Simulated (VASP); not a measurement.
Consider the following.

```yaml
crystal:
  lattice:
    - [4.11942, 0.00000, 0.00000]
    - [0.00000, 4.11942, 0.00000]
    - [0.00000, 0.00000, 4.11942]
  atoms:
    - { symbol: K, position: [0.00000, 0.00000, 0.00000] }
    - { symbol: Ta, position: [0.50000, 0.50000, 0.50000] }
    - { symbol: O, position: [0.50000, 0.00000, 0.50000] }
    - { symbol: O, position: [0.00000, 0.50000, 0.50000] }
    - { symbol: O, position: [0.50000, 0.50000, 0.00000] }
```

All values below come from vdW-DF2, VASP's PBE PAW potentials (set 64) (plane waves; VASP). Numerical set-up: 520 eV cut-off, 6×6×6 Γ-centred mesh, Gaussian smearing of 0.050 eV, potentials K_sv Ta_pv O.

Q: Give the stress tensor in GPa (positive for a compressed cell).

A: 
```
-4.97   0.00   0.00
 0.00  -4.97   0.00
 0.00   0.00  -4.97
```
The pressure is its mean diagonal, -4.97 GPa.

The compound is KTaO3 in the cubic perovskite structure. This cell is one point of a volume scan, at 1.03 of the reference volume.
